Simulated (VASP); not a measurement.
Computed with PBE GGA, VASP's PBE PAW potentials (set 64) (plane waves; VASP).

The input files of a VASP run:

### INCAR
```
# general
SYSTEM=ZnSe
PREC  =Normal
ENCUT =500   # plane-wave cut-off (eV)
LREAL =.FALSE.
LASPH =.TRUE.   # aspherical one-centre terms

# electronic loop
EDIFF =1E-8   # SCF stop (eV)
NELM  =100
ALGO  =Normal

# smearing
ISMEAR=0   # Gaussian
SIGMA =0.01   # width (eV)

# functional
GGA   =PE   # PBE

# output
LWAVE =.TRUE.
LCHARG=.FALSE.
```

**KPOINTS**
```
kpoints
0
Gamma
  4 4 4
0 0 0
```

File POSCAR:
```
ZnSe
1.0
  0.0000000000   2.7966840000   2.7966840000
  2.7966840000   0.0000000000   2.7966840000
  2.7966840000   2.7966840000   0.0000000000
Zn Se
1 1
Cart
  0.0000000000   0.0000000000   0.0000000000
  1.3983420000   1.3983420000   1.3983420000
```

POTCAR, in this order: Zn_sv_GW Se_GW (PBE.64 set). Program: vasp_std.

The run wrote:

### OUTCAR
```
 ion  position               nearest neighbor table
   1  0.000  0.000  0.000-   2 2.42   2 2.42   2 2.42   2 2.42
   2  0.250  0.250  0.250-   1 2.42   1 2.42   1 2.42   1 2.42
  LATTYP: Found a face centered cubic cell.
 ALAT       =     5.5933680000
 Subroutine PRICEL returns:
 Original cell was already a primitive cell.
 Subroutine GETGRP returns: Found 24 space group operations
The static configuration has the point symmetry T_d .
The dynamic configuration has the point symmetry T_d .
 Subroutine INISYM returns: Found 24 space group operations
 Subroutine IBZKPT returns following result:
 Found      8 irreducible k-points:

 Following reciprocal coordinates:
            Coordinates               Weight
  0.000000  0.000000  0.000000      1.000000
  0.250000  0.000000  0.000000      8.000000
  0.500000  0.000000  0.000000      4.000000
  0.250000  0.250000  0.000000      6.000000
  0.500000  0.250000  0.000000     24.000000
 -0.250000  0.250000  0.000000     12.000000
  0.500000  0.500000  0.000000      3.000000
 -0.250000  0.500000  0.250000      6.000000
   k-points           NKPTS =      8   k-points in BZ     NKDIM =      8   number of bands    NBANDS=     17
   number of dos      NEDOS =    301   number of ions     NIONS =      2
   total plane-waves  NPLWV =  13824
   dimension x,y,z NGX =    24 NGY =   24 NGZ =   24
   dimension x,y,z NGXF=    48 NGYF=   48 NGZF=   48
   ions per type =               1   1
   PREC   = normal    normal or accurate (medium, high low for compatibility)
   ISTART =      0    job   : 0-new  1-cont  2-samecut
   ICHARG =      2    charge: 1-file 2-atom 10-const
   ISPIN  =      1    spin polarized calculation?
   LNONCOLLINEAR =      F non collinear calculations
   LSORBIT =      F    spin-orbit coupling
   INIWAV =      1    electr: 0-lowe 1-rand  2-diag
   ENCUT  =  500.0 eV  36.75 Ry    6.06 a.u.   7.21  7.21  7.21*2*pi/ulx,y,z
   NELM   =    100;   NELMIN=  2; NELMDL= -5     # of ELM steps
   EDIFF  = 0.1E-07   stopping-criterion for ELM
...
```

File OSZICAR:
```
       N       E                     dE             d eps       ncg     rms          rms(c)
DAV:   1     0.220895106182E+03    0.22090E+03   -0.15017E+04   400   0.586E+03
DAV:   2     0.100392929240E+02   -0.21086E+03   -0.20838E+03   431   0.107E+03
DAV:   3    -0.544979154888E+01   -0.15489E+02   -0.15313E+02   438   0.313E+02
DAV:   4    -0.619890422887E+01   -0.74911E+00   -0.74623E+00   420   0.574E+01
DAV:   5    -0.623967059854E+01   -0.40766E-01   -0.40730E-01   408   0.736E+00    0.263E+00
DAV:   6    -0.595951502446E+01    0.28016E+00   -0.10019E+00   472   0.125E+02    0.141E+00
DAV:   7    -0.592970957139E+01    0.29805E-01   -0.37521E-01   416   0.419E+01    0.651E-01
DAV:   8    -0.592674924321E+01    0.29603E-02   -0.29410E-02   456   0.171E+01    0.302E-01
DAV:   9    -0.592762424664E+01   -0.87500E-03   -0.46711E-03   416   0.832E-01    0.406E-02
DAV:  10    -0.592765671385E+01   -0.32467E-04   -0.24254E-04   432   0.992E-01    0.149E-02
DAV:  11    -0.592768152983E+01   -0.24816E-04   -0.49548E-05   400   0.225E-01    0.412E-03
DAV:  12    -0.592768304751E+01   -0.15177E-05   -0.39812E-06   456   0.121E-01    0.215E-03
DAV:  13    -0.592768385967E+01   -0.81216E-06   -0.92462E-07   376   0.394E-02    0.456E-04
DAV:  14    -0.592768388178E+01   -0.22110E-07   -0.54907E-08   296   0.629E-03    0.135E-04
DAV:  15    -0.592768388958E+01   -0.78007E-08   -0.77113E-09   248   0.179E-03
   1 F= -.59276839E+01 E0= -.59276839E+01  d E =0.000000E+00
```

OUTCAR:
```
------------------------ aborting loop because EDIFF is reached ----------------------------------------
  FORCE on cell =-STRESS in cart. coord.  units (eV):
  Direction    XX          YY          ZZ          XY          YZ          ZX
  --------------------------------------------------------------------------------------
  Total        1.2724203      1.2724203      1.2724203      0.0000000      0.0000000     -0.0000000
  in kB       46.5994692     46.5994692     46.5994692      0.0000000      0.0000000     -0.0000000
  external PRESSURE =      46.5994692 kB  Pullay stress =       0.0000000 kB
  volume of cell :       43.75
      direct lattice vectors                 reciprocal lattice vectors
     0.000000000  2.796684000  2.796684000    -0.178783159  0.178783159  0.178783159
     2.796684000  0.000000000  2.796684000     0.178783159 -0.178783159  0.178783159
     2.796684000  2.796684000  0.000000000     0.178783159  0.178783159 -0.178783159
  FREE ENERGIE OF THE ION-ELECTRON SYSTEM (eV)
  ---------------------------------------------------
  free  energy   TOTEN  =        -5.9276838896 eV

  energy  without entropy=       -5.9276838896  energy(sigma->0) =       -5.92768389
```
(Selected blocks of OUTCAR.)

The compound is ZnSe in the zinc blende structure. This cell is one point of a volume scan, at 0.96 of the reference volume. The k-mesh is coarse (spacing up to 0.49 per Å, 2π included), so the numbers may not be converged in it.
